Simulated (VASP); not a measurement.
FeSi:

```
Fe Si
1.0
     4.55070    0.00000    0.00000
     0.00000    4.55070    0.00000
     0.00000    0.00000    4.55070
Fe Si
4 4
Direct
  0.13652 0.13652 0.13652
  0.36348 0.86348 0.63652
  0.63652 0.36348 0.86348
  0.86348 0.63652 0.36348
  0.84240 0.84240 0.84240
  0.65760 0.15760 0.34240
  0.34240 0.65760 0.15760
  0.15760 0.34240 0.65760
```

```yaml
Program: VASP 6.6.1
Task: relaxation of cell and atoms
Functional: LDA
Potentials_or_basis: VASP PAW LDA potentials, release 64 (Fe, Si)
Cutoff: 600 eV
k_mesh: 6 × 6 × 6
Occupations: fermi-dirac, width 0.01 eV
Spin: no spin polarisation
```

At the start: pressure -24.2 GPa; volume 11.78 Å³/atom.

Question: How do energy, volume and symmetry change on relaxing?

Answer: Over 10 steps the energy falls by 113.0 meV/atom and the volume is 10.45 Å³/atom (-11.2 %); space group P2_13 (No. 198, to 0.05 Å).

Step by step:
```csv
step,energy change (eV),largest force (eV/Å),pressure (GPa),volume (Å³)
1,0.0000,0.3599,-24.25,94.24
2,0.9575,1.2357,57.01,71.95
3,-0.8973,0.1410,-1.15,84.10
4,-0.8986,0.1593,-0.29,83.81
5,-0.8985,0.1725,0.30,83.61
6,-0.9030,0.0650,0.48,83.55
7,-0.9033,0.0326,0.41,83.53
8,-0.9033,0.0040,-0.66,83.83
9,-0.9036,0.0188,-0.12,83.67
10,-0.9037,0.0076,-0.03,83.64
```

Final structure:
```cif
data_structure
_symmetry_space_group_name_H-M 'P 1'
_symmetry_Int_Tables_number 1
_cell_length_a 4.3732
_cell_length_b 4.3732
_cell_length_c 4.3732
_cell_angle_alpha 90.000
_cell_angle_beta 90.000
_cell_angle_gamma 90.000
_cell_volume 83.64
loop_
_atom_site_label
_atom_site_type_symbol
_atom_site_fract_x
_atom_site_fract_y
_atom_site_fract_z
_atom_site_occupancy
Fe1 Fe 0.13711 0.13711 0.13711 1
Fe2 Fe 0.36289 0.86289 0.63711 1
Fe3 Fe 0.63711 0.36289 0.86289 1
Fe4 Fe 0.86289 0.63711 0.36289 1
Si1 Si 0.84083 0.84083 0.84083 1
Si2 Si 0.65917 0.15917 0.34083 1
Si3 Si 0.34083 0.65917 0.15917 1
Si4 Si 0.15917 0.34083 0.65917 1
```

Caveat: the volume moved by -11 % from the deposited cell, more than functionals usually miss.
